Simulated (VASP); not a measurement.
These are PBEsol GGA, VASP's PBE PAW potentials (set 64) (plane waves; VASP) values and carry that method's errors.

A VASP calculation is set up with these files.

File POSCAR:
```
Zr4C2N2
1
    0.0000000000     2.3124853421     2.3124853421
    2.3124853421     0.0000000000     2.3124853421
    9.2244341806     9.2244341806     0.0255071875
Zr N C
4 2 2
Direct
  0.0001569316   0.0001569316   0.9998823013
  0.0000000000   0.0000000000   0.2500000000
  0.9998430684   0.9998430684   0.5001176987
  0.0000000000   0.0000000000   0.7500000000
  0.4936717284   0.4936717284   0.1297462037
  0.5063282716   0.5063282716   0.3702537963
  0.5053087788   0.5053087788   0.6210184159
  0.4946912212   0.4946912212   0.8789815841
```

**KPOINTS**
```
Automatic mesh
0
Gamma
13 13 4
0 0 0
```

**INCAR**
```
# general
SYSTEM  = Zr4C2N2
PREC    = Accurate
ENCUT   = 520
LREAL   = .FALSE.
LASPH   = .TRUE.

# electronic loop
EDIFF   = 1E-7
NELM    = 100
ALGO    = Normal
LMAXMIX = 4

# smearing
ISMEAR  = -5

# functional
GGA     = PS

# ions
ISIF    = 2

# output
LWAVE   = .FALSE.
LCHARG  = .TRUE.
LORBIT  = 11
NEDOS   = 601

# other
LEFG    = .TRUE.
```

POTCAR, in this order: Zr_sv N C (PBE.64 set). Program: vasp_std.

What VASP printed:

**OSZICAR**
```
       N       E                     dE             d eps       ncg     rms          rms(c)
DAV:   1     0.641457607871E+03    0.64146E+03   -0.36306E+04 14742   0.173E+03
DAV:   2    -0.375651691574E+02   -0.67902E+03   -0.66121E+03 17470   0.480E+02
DAV:   3    -0.952229650217E+02   -0.57658E+02   -0.57073E+02 23007   0.117E+02
DAV:   4    -0.982378391799E+02   -0.30149E+01   -0.30113E+01 21773   0.247E+01
DAV:   5    -0.983403122646E+02   -0.10247E+00   -0.10244E+00 20390   0.438E+00    0.463E+01
DAV:   6    -0.845942399415E+02    0.13746E+02   -0.92261E+01 18021   0.395E+01    0.195E+01
DAV:   7    -0.844696268887E+02    0.12461E+00   -0.86945E+00 19490   0.121E+01    0.102E+01
DAV:   8    -0.844143955949E+02    0.55231E-01   -0.13391E+00 19700   0.597E+00    0.143E+00
DAV:   9    -0.844032964938E+02    0.11099E-01   -0.20002E-01 18576   0.210E+00    0.805E-01
DAV:  10    -0.844045613496E+02   -0.12649E-02   -0.24462E-02 19320   0.961E-01    0.324E-01
DAV:  11    -0.844043922235E+02    0.16913E-03   -0.28726E-03 18903   0.311E-01    0.110E-01
DAV:  12    -0.844043024808E+02    0.89743E-04   -0.68029E-04 18799   0.130E-01    0.618E-02
DAV:  13    -0.844042962970E+02    0.61838E-05   -0.87957E-05 19595   0.445E-02    0.906E-03
DAV:  14    -0.844043051767E+02   -0.88797E-05   -0.64410E-06 21268   0.128E-02    0.419E-03
DAV:  15    -0.844043063229E+02   -0.11461E-05   -0.85528E-07 14569   0.445E-03    0.241E-03
DAV:  16    -0.844043049442E+02    0.13787E-05   -0.20368E-07 13637   0.237E-03    0.847E-04
DAV:  17    -0.844043050256E+02   -0.81382E-07   -0.31598E-08 11032   0.104E-03
   1 F= -.84404305E+02 E0= -.84404305E+02  d E =0.000000E+00
```

OUTCAR:
```
------------------------ aborting loop because EDIFF is reached ----------------------------------------
  FORCE on cell =-STRESS in cart. coord.  units (eV):
  Direction    XX          YY          ZZ          XY          YZ          ZX
  --------------------------------------------------------------------------------------
  Total       -0.1032723     -0.1032723     -0.1032723      0.1028895     -0.1028895     -0.1028895
  in kB       -1.6794521     -1.6794521     -1.6794521      1.6732271     -1.6732271     -1.6732271
  external PRESSURE =      -1.6794521 kB  Pullay stress =       0.0000000 kB
  volume of cell :       98.52
      direct lattice vectors                 reciprocal lattice vectors
     0.000000000  2.312485342  2.312485342    -0.216516940  0.215918233  0.216516940
     2.312485342  0.000000000  2.312485342     0.215918233 -0.216516940  0.216516940
     9.224434181  9.224434181  0.025507188     0.054278912  0.054278912 -0.054278912
 POSITION                                       TOTAL-FORCE (eV/Angst)
 -----------------------------------------------------------------------------------
      9.22371      9.22371      0.02623         0.016358      0.016358     -0.016358
      2.30611      2.30611      0.00638        -0.000000     -0.000000      0.000000
      6.92543      6.92543      4.63700        -0.016358     -0.016358      0.016358
      6.91833      6.91833      0.01913        -0.000000     -0.000000      0.000000
      2.33844      2.33844      2.28653        -0.010204     -0.010204      0.010204
      4.58626      4.58626      2.35120         0.010204      0.010204     -0.010204
      6.89706      6.89706      2.35288         0.004561      0.004561     -0.004561
      9.25207      9.25207      2.31035        -0.004561     -0.004561      0.004561
 -----------------------------------------------------------------------------------
    total drift:                                0.000000      0.000000     -0.000000
  FREE ENERGIE OF THE ION-ELECTRON SYSTEM (eV)
  ---------------------------------------------------
  free  energy   TOTEN  =       -84.4043050256 eV

  energy  without entropy=      -84.4043050256  energy(sigma->0) =      -84.40430503

 total charge

# of ion       s       p       d       tot
------------------------------------------
    1        2.176   6.041   1.671   9.889
    2        2.168   6.036   1.642   9.846
    3        2.176   6.041   1.671   9.889
    4        2.181   6.051   1.674   9.906
    5        1.237   2.447   0.000   3.685
    6        1.237   2.447   0.000   3.685
    7        0.878   1.508   0.000   2.386
    8        0.878   1.508   0.000   2.386
--------------------------------------------------
tot         12.934  32.081   6.658  51.672
```
(Selected blocks of OUTCAR.)

### OUTCAR
```
 val. band max:       11.1023860396   @ k =  -0.2308  -0.4615   0.2500

 cond. band min:      10.8759097396   @ k =  -0.0769   0.0769   0.5000


 Fermi energy:        11.0089242139

 k-point     1 :       0.0000    0.0000    0.0000
  band No.  band energies     occupation
      1     -38.4590      2.00000
      2     -37.7631      2.00000
      3     -37.7630      2.00000
      4     -37.1945      2.00000
      5     -16.9482      2.00000
      6     -16.2525      2.00000
      7     -16.2525      2.00000
      8     -16.0815      2.00000
      9     -16.0628      2.00000
     10     -15.5567      2.00000
     11     -15.5567      2.00000
     12     -15.5567      2.00000
     13     -15.5567      2.00000
     14     -15.2779      2.00000
     15     -14.9983      2.00000
     16     -14.9983      2.00000
     17      -4.5908      2.00000
     18      -3.3909      2.00000
     19      -0.1021      2.00000
     20       1.4144      2.00000
     21       4.0919      2.00000
     22       5.8094      2.00000
     23       5.8094      2.00000
     24       6.5607      2.00000
     25       6.7450      2.00000
     26       7.2771      2.00000
     27       7.2771      2.00000
     28       8.1990      2.00000
     29       8.1990      2.00000
     30       9.8376      2.00000
     31      10.1977      2.00000
     32      10.1977      2.00000
     33      11.0470      0.25195
     34      11.0470      0.00000
     35      11.1854      0.00000
     36      12.3125      0.00000
     37      12.5833      0.00000
     38      12.5834      0.00000
     39      12.7560      0.00000

 k-point     2 :       0.0769    0.0000   -0.0000
  band No.  band energies     occupation
      1     -38.4540      2.00000
      2     -37.7593      2.00000
      3     -37.7572      2.00000
      4     -37.1899      2.00000
      5     -16.9295      2.00000
      6     -16.3196      2.00000
      7     -16.2631      2.00000
      8     -16.1036      2.00000
      9     -16.0093      2.00000
...
```

For a metal the tetrahedron method with Blöchl corrections gives inexact stress and forces.

The structure was generated: Zr4C2N2 was put into an ordered model structure (R-3m), which need not be its known phase. It was relaxed first.
